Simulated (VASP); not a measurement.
```
Ni
1.0
    2.43811     0.00000     0.00000
   -1.21906     2.11147     0.00000
    0.00000     0.00000     4.08129
Ni
2
Cartesian
  0.00000   1.40764   1.02032
  1.21906   0.70382   3.06097
```
Starting moments (μB, in the order of the record's atoms Ni Ni): 0.7 0.7.

The numbers are results of r2SCAN meta-GGA, VASP's PBE PAW potentials (set 64) (plane waves; VASP), not measurements. Numerical set-up: 400 eV cut-off, 19×19×10 Γ-centred mesh, tetrahedra with Blöchl corrections, potentials Ni.

Give the spin-up energies of bands 1 to 12 at the high-symmetry points, in eV from the Fermi level.

```tsv
band	Γ	M	K	A	L	H
1	-9.62	-5.00	-4.25	-7.35	-5.14	-3.92
2	-5.47	-4.98	-4.12	-7.35	-5.14	-3.92
3	-3.09	-4.51	-4.12	-3.34	-4.00	-3.84
4	-2.84	-2.76	-3.87	-3.34	-4.00	-3.84
5	-2.84	-2.67	-2.91	-2.84	-1.80	-3.23
6	-2.58	-2.65	-2.91	-2.84	-1.80	-3.23
7	-2.58	-2.60	-2.29	-2.84	-1.39	-2.11
8	-1.87	-0.98	-1.37	-2.84	-1.39	-2.11
9	-1.87	-0.86	-1.37	-1.26	-0.91	-1.09
10	-0.94	-0.78	-1.05	-1.26	-0.91	-1.09
11	-0.94	1.03	4.56	-1.26	1.47	5.82
12	-0.69	3.17	5.43	-1.26	1.47	5.82
```

Give the spin-down energies of bands 1 to 12 at the high-symmetry points, in eV from the Fermi level.

| band | Γ | M | K | A | L | H |
|---|---|---|---|---|---|---|
| 1 | -9.87 | -4.47 | -3.74 | -7.52 | -4.64 | -3.28 |
| 2 | -4.75 | -4.16 | -3.36 | -7.52 | -4.64 | -3.28 |
| 3 | -1.72 | -4.06 | -3.36 | -2.09 | -3.12 | -3.21 |
| 4 | -1.72 | -2.19 | -3.23 | -2.09 | -3.12 | -3.21 |
| 5 | -1.63 | -2.10 | -2.34 | -1.78 | -1.10 | -2.46 |
| 6 | -1.43 | -1.99 | -2.34 | -1.78 | -1.10 | -2.46 |
| 7 | -1.43 | -1.27 | -1.23 | -1.78 | -0.26 | -1.18 |
| 8 | -1.16 | -0.02 | -0.30 | -1.78 | -0.26 | -1.18 |
| 9 | -1.16 | 0.30 | 0.13 | -0.45 | 0.38 | 0.31 |
| 10 | -0.88 | 0.43 | 0.13 | -0.45 | 0.38 | 0.31 |
| 11 | -0.18 | 1.91 | 4.97 | -0.45 | 1.59 | 6.08 |
| 12 | -0.18 | 3.77 | 5.87 | -0.45 | 1.59 | 6.08 |

It has no gap at this level: it comes out as a metal or semimetal.

The structure was generated: Ni was put into the hcp type (P6_3/mmc), which need not be its known phase. It was relaxed first.
